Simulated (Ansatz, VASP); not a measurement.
One calculation of In3Cu, two programs

```
In Cu
1.0
     4.33110    0.00000    0.00000
     0.00000    4.33110    0.00000
     0.00000    0.00000    4.33110
In Cu
3 1
Direct
  0.00000 0.50000 0.50000
  0.50000 0.00000 0.50000
  0.50000 0.50000 0.00000
  0.00000 0.00000 0.00000
```

The cell comes from a database or a generator and needn't be the stable form of this composition.

Alike in both runs: task single point; functional LDA; k mesh 10 × 10 × 10; occupations gaussian, width 0.15 eV; no spin polarisation.

|  | VASP | Ansatz |
| --- | --- | --- |
| version | VASP 6.6.1 | Ansatz 0.2.0 |
| potentials or method | VASP PAW LDA potentials, release 64 (In_d, Cu) | scalar-relativistic, plane waves, PAW |
| plane-wave cutoff (eV) | 520 | 520 |
| valence electrons in the cell | 50 | 58 |

|  | VASP | Ansatz | Ansatz less VASP |
| --- | --- | --- | --- |
| gap on the k mesh at the Fermi level (eV) | none | none | - |
| pressure (GPa) | 0.1 | 0.0 | -0.15 |

A gap of «none» marks a metal or a gap that the smearing closes. The two sets of potentials don't hold the same shells in valence.
